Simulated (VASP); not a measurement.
Input of a VASP 6.6.1 run:

Contents of INCAR:

```
SYSTEM = Nb3B5
PREC     = Normal         ! precision mode
ENCUT    = 520            ! plane-wave cutoff, eV
EDIFF    = 1E-4           ! SCF threshold, eV
ISMEAR   = 0              ! smearing method
SIGMA    = 0.15           ! smearing width, eV
LREAL    = .False.        ! projectors in reciprocal space
LASPH    = .True.         ! aspherical terms in the spheres
NELM     = 60             ! most SCF steps
ALGO     = Fast           ! electronic algorithm
ISIF     = 3              ! what is computed and relaxed
LWAVE    = .False.        ! write WAVECAR
LCHARG   = .False.        ! write CHGCAR
GGA      = PE             ! functional
IBRION   = 2              ! ionic algorithm
NSW      = 24             ! ionic steps
EDIFFG   = -0.08          ! ionic threshold
```

Contents of KPOINTS:

```
Automatic mesh
0
Gamma
  6 6 2
  0 0 0
```

Contents of POSCAR:

```
Nb3B5
1.0
    2.9574597400      0.0000000000      0.0000000000
    0.0000000000      2.9574597400      0.0000000000
    0.0000000000      0.0000000000     10.3651575400
Nb B
3 5
Direct
    0.5000000000      0.5000000000      0.1250000000
    0.5000000000      0.5000000000      0.8750000000
    0.0000000000      0.0000000000      0.5000000000
    0.0000000000      0.0000000000      0.2500000000
    0.0000000000      0.0000000000      0.7500000000
    0.0000000000      0.0000000000      0.0000000000
    0.5000000000      0.5000000000      0.3750000000
    0.5000000000      0.5000000000      0.6250000000
```

Potentials or basis: VASP PAW PBE potentials, release 64 (Nb_sv, B).

Run with:

```bash
$ cat potpaw_PBE.64/Nb_sv/POTCAR potpaw_PBE.64/B/POTCAR > POTCAR
$ mpirun -np 1 vasp_std > vasp.out
```

Problem. Predict the relaxed cell.

Solution. a = 2.729 Å, b = 2.729 Å, c = 11.278 Å, α = 90.00°, β = 90.00°, γ = 90.00°.

Problem. What does it give for the space group after relaxing (to 0.05 Å)?

Solution. P4/mmm (No. 123).

Problem. Predict the relaxed volume.

Solution. 10.50 Å³/atom.

Forces on the atoms (eV/Å):
```
Nb   0.000  0.000  0.019
Nb   0.000  0.000 -0.019
Nb   0.000  0.000  0.000
B    0.000  0.000  0.017
B    0.000  0.000 -0.017
B    0.000  0.000  0.000
B    0.000  0.000 -0.020
B    0.000  0.000  0.020
```

Caveat: the relaxation stopped at a loose force limit of 0.08 eV/Å, so its end isn't a converged minimum.
